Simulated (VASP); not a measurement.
# AlN (P6_3mc) in VASP: settings compared, part 2 of 2

VASP 6.6.1. Earlier steps stand in the parts before.

## Step 4: Band structure, PBE

The input, INCAR:

```
ALGO = Normal ; EDIFF = 1E-6
ENCUT = 450 ; GGA = PE
ISIF = 2 ; ISMEAR = 0
KPAR = 4 ; LASPH = True
LCHARG = False ; LREAL = False
LWAVE = False ; NELM = 120
PREC = Accurate ; SIGMA = 0.02
```

The input, KPOINTS:

```
k-points
0
Gamma
  12 12 8
```

The input, POSCAR:

```
AlN                                     
1.0
    3.1278342208      0.0000000000      0.0000000000
   -1.5639171604      2.7087839215      0.0000000000
    0.0000000000      0.0000000000      5.0156648444
  Al              N             
     2     2
Direct
     0.6666666699999979    0.3333333300000021    0.4992676207630851
     0.3333333300000021    0.6666666699999979    0.9992676207630851
     0.6666666699999979    0.3333333300000021    0.8807323792369175
     0.3333333300000021    0.6666666699999979    0.3807323792369175
```

The input, KPOINTS_OPT:

```
path GMKGALHA,LM,KH
20
line-mode
reciprocal
 0.0000000000  0.0000000000  0.0000000000  G
 0.5000000000  0.0000000000  0.0000000000  M

 0.5000000000  0.0000000000  0.0000000000  M
 0.3333333333  0.3333333333  0.0000000000  K

 0.3333333333  0.3333333333  0.0000000000  K
 0.0000000000  0.0000000000  0.0000000000  G

 0.0000000000  0.0000000000  0.0000000000  G
 0.0000000000  0.0000000000  0.5000000000  A

 0.0000000000  0.0000000000  0.5000000000  A
 0.5000000000  0.0000000000  0.5000000000  L

 0.5000000000  0.0000000000  0.5000000000  L
 0.3333333333  0.3333333333  0.5000000000  H

 0.3333333333  0.3333333333  0.5000000000  H
 0.0000000000  0.0000000000  0.5000000000  A

 0.5000000000  0.0000000000  0.5000000000  L
 0.5000000000  0.0000000000  0.0000000000  M

 0.3333333333  0.3333333333  0.0000000000  K
 0.3333333333  0.3333333333  0.5000000000  H
```

Potentials or basis: VASP PAW PBE potentials, release 64 (Al, N).

Launch:

```sh
$ cat potpaw_PBE.64/Al/POTCAR potpaw_PBE.64/N/POTCAR > POTCAR
$ mpirun -np 4 vasp_std > vasp.out
```

OUTCAR:

```text
EDIFF = 1E-6
   ENCUT = 450
   GGA = PE
   ISIF = 2
   ISMEAR = 0
   LASPH = True
   LREAL = False
   NELM = 120
   PREC = Accurate

 ion  position               nearest neighbor table
   1  0.667  0.333  0.499-   4 1.90   4 1.90   4 1.90   3 1.91   2 3.09   2 3.09   2 3.09   2 3.09
                             2 3.09   2 3.09
   2  0.333  0.667  0.999-   3 1.90   3 1.90   3 1.90   4 1.91   1 3.09   1 3.09   1 3.09   1 3.09
                             1 3.09   1 3.09
   3  0.667  0.333  0.881-   2 1.90   2 1.90   2 1.90   1 1.91
   4  0.333  0.667  0.381-   1 1.90   1 1.90   1 1.90   2 1.91

  LATTYP: Found a hexagonal cell.
 ALAT       =     3.1278342208
 C/A-ratio  =     1.6035584019

  Lattice vectors:

 A1 = (   3.1278342208,   0.0000000000,   0.0000000000)
 A2 = (  -1.5639171604,   2.7087839215,   0.0000000000)
 A3 = (   0.0000000000,   0.0000000000,   5.0156648444)

Analysis of symmetry for initial positions (statically):
=====================================================================
 Subroutine PRICEL returns:
 Original cell was already a primitive cell.

 Routine SETGRP: Setting up the symmetry group for a
 hexagonal supercell.
[... 184 lines left out ...]
      1      -9.0967      2.00000
      2      -7.0093      2.00000
      3       0.0671      2.00000
      4       5.1379      2.00000
      5       5.1379      2.00000
      6       5.7816      2.00000
      7       5.7816      2.00000
      8       5.9805      2.00000
      9      10.0432      0.00000
     10      12.5116      0.00000
     11      16.4600      0.00000
     12      17.0278      0.00000
[... 331 lines left out ...]
 k-point    24 :       0.3333   -0.0000    0.1250
  band No.  band energies     occupation
      1      -7.8362      2.00000
      2      -6.5607      2.00000
      3       1.2129      2.00000
      4       2.0180      2.00000
      5       2.6384      2.00000
      6       4.2110      2.00000
      7       5.1795      2.00000
      8       5.3812      2.00000
      9      11.9031      0.00000
     10      12.5950      0.00000
     11      14.1658      0.00000
     12      16.0827      0.00000

 [... further k-points ...]
[... 5 lines left out ...]
  --------------------------------------------------------------------------------------
  -------------------------------------------------------------------------------------
  Total       -0.1593806     -0.1593806     -0.1703327      0.0000000      0.0000000      0.0000000
  in kB       -6.0089629     -6.0089630     -6.4218782      0.0000001      0.0000000      0.0000000
  external PRESSURE =      -6.1466014 kB  Pullay stress =       0.0000000 kB

 VOLUME and BASIS-vectors are now :
 -----------------------------------------------------------------------------
  energy-cutoff  :      450.00
  volume of cell :       42.50
      direct lattice vectors                 reciprocal lattice vectors
     3.127834221  0.000000000  0.000000000     0.319710039  0.184584681  0.000000000
    -1.563917160  2.708783921  0.000000000     0.000000000  0.369169350  0.000000000
     0.000000000  0.000000000  5.015664844     0.000000000  0.000000000  0.199375363

 POSITION                                       TOTAL-FORCE (eV/Angst)
 -----------------------------------------------------------------------------------
      1.56392      0.90293      2.50416         0.000000     -0.000000     -0.000917
     -0.00000      1.80586      5.01199        -0.000000     -0.000000     -0.000917
      1.56392      0.90293      4.41746        -0.000000      0.000000      0.000917
     -0.00000      1.80586      1.90963         0.000000     -0.000000      0.000917
 -----------------------------------------------------------------------------------
    total drift:                               -0.000009      0.000005      0.000483

  FREE ENERGIE OF THE ION-ELECTRON SYSTEM (eV)
  ---------------------------------------------------
  free  energy   TOTEN  =       -29.7869656122 eV

  energy  without entropy=      -29.7869656122  energy(sigma->0) =      -29.78696561
```

OSZICAR:

```text
N       E                     dE             d eps       ncg     rms          rms(c)
DAV:   1     0.450449861199E+02    0.45045E+02   -0.69899E+03  2280   0.105E+03
DAV:   2    -0.307713107754E+02   -0.75816E+02   -0.69466E+02  3288   0.205E+02
DAV:   3    -0.344323218331E+02   -0.36610E+01   -0.36448E+01  2976   0.495E+01
[... 19 lines left out ...]
DAV:   8     0.146660183572E+04   -0.92784E-06     1964
       N       E                     dE             ncg
DAV:   1     0.102495693710E+05   -0.42610E+05     2040
DAV:   2     0.481050389068E+04   -0.54391E+04     2996
DAV:   3     0.456293177497E+04   -0.24757E+03     2644
DAV:   4     0.456073613487E+04   -0.21956E+01     2316
DAV:   5     0.456070148856E+04   -0.34646E-01     2548
DAV:   6     0.456070062500E+04   -0.86356E-03     2340
DAV:   7     0.456070059943E+04   -0.25569E-04     2460
DAV:   8     0.456070059858E+04   -0.85132E-06     1532
```

stdout:

```text
POSCAR found type information on POSCAR AlN
 POSCAR found :  2 types and       4 ions
 scaLAPACK will be used
 LDA part: xc-table for (Slater+PW92), standard interpolation
 POSCAR, INCAR and KPOINTS ok, starting setup
 FFT: planning ... GRIDC
 FFT: planning ... GRID_SOFT
 FFT: planning ... GRID
 WAVECAR not read
 entering main loop
 Start KPOINTS_OPT (optional k-point list driver)
k-point batch [1-95\180]
k-point batch [96-180\180]
```

Wall time 38 s (4 MPI ranks of Intel Xeon Platinum 8375C at 2.90GHz (Ice Lake), shared host); peak memory 0.18 GiB.

What came out:

```
Free energy             : -29.7870 eV
Band gap on the k mesh  : 4.06 eV, direct
Band gap along the path : 4.06 eV, direct
```

Levels at the corners of the path, in eV from the valence-band top:
```tsv
point	band 6	band 7	band 8	band 9	band 10	band 11
Γ	-0.20	-0.20	0.00	4.06	6.53	10.48
M	-2.05	-1.75	-0.68	5.77	5.77	8.04
M	-2.05	-1.75	-0.68	5.77	5.77	8.04
K	-2.41	-2.35	-2.35	5.05	8.29	9.57
K	-2.41	-2.35	-2.35	5.05	8.29	9.57
Γ	-0.20	-0.20	0.00	4.06	6.53	10.48
Γ	-0.20	-0.20	0.00	4.06	6.53	10.48
A	-0.53	-0.53	-0.53	6.33	6.33	10.18
A	-0.53	-0.53	-0.53	6.33	6.33	10.18
L	-1.44	-1.35	-1.35	5.25	5.25	9.16
L	-1.44	-1.35	-1.35	5.25	5.25	9.16
H	-3.79	-0.79	-0.79	7.37	7.37	7.72
H	-3.79	-0.79	-0.79	7.37	7.37	7.72
A	-0.53	-0.53	-0.53	6.33	6.33	10.18
L	-1.44	-1.35	-1.35	5.25	5.25	9.16
M	-2.05	-1.75	-0.68	5.77	5.77	8.04
K	-2.41	-2.35	-2.35	5.05	8.29	9.57
H	-3.79	-0.79	-0.79	7.37	7.37	7.72
```

Caveat: the cutoff is under 1.25 times the usual one of these potentials, so pressure, stress and relaxed cells hold a basis-set (Pulay) error.

## Step 5: Summary

| task | level | potentials or basis | k mesh | gap on the mesh (eV) |
| --- | --- | --- | --- | --- |
| dielectric tensor | PBE | VASP PAW PBE potentials, release 64 (Al, N) | 12 × 12 × 7 | 4.06 |
| band structure | LDA | VASP PAW LDA potentials, release 64 (Al, N) | 12 × 12 × 8 | 4.08 |
| band structure | PBE | VASP PAW PBE potentials, release 64 (Al, N) | 12 × 12 × 8 | 4.06 |

Alike in all rows: no spin polarisation; cell as given; cutoff (eV) 450; smearing gaussian 0.02 eV.

Caveats: the cutoff is under 1.25 times the usual one of these potentials, so pressure, stress and relaxed cells hold a basis-set (Pulay) error; an odd mesh through Γ misses points on the zone boundary, where band edges often lie (some runs).

Absolute energies hang on the potentials; compare differences alone.

## Step 6: Against experiment

Step 2. The gap isn't set beside the measured one, since this odd mesh misses points on the zone boundary.

Step 3. A measured gap of AlN is 6.0343 eV (an exciton energy, a little under the gap; 0 K; quoted in “Structural and optical properties of self-assembled AlN nanowires grown on SiO2/Si substrates by molecular beam epitaxy”, 2024, arxiv:2402.00216); the calculated 4.08 eV misses it by -1.95 eV. 2 values of this kind are on record (6.034 to 6.0343 eV); this one was drawn at random. The value is that of LDA, without temperature or zero-point motion. Semilocal functionals fall short of measured gaps as a rule. The cell is a database's relaxed one, not the measured one, which moves gaps too.

Step 4. A measured gap of AlN is 6.034 eV (an exciton energy, a little under the gap; 10 K; quoted in “Self-assembly of well-separated AlN nanowires directly on sputtered metallic TiN films”, 2019, arxiv:1910.07391); the calculated 4.06 eV misses it by -1.97 eV. 2 values of this kind are on record (6.034 to 6.0343 eV); this one was drawn at random. The value is that of PBE, without temperature or zero-point motion. Semilocal functionals fall short of measured gaps as a rule. The cell is a database's relaxed one, not the measured one, which moves gaps too.
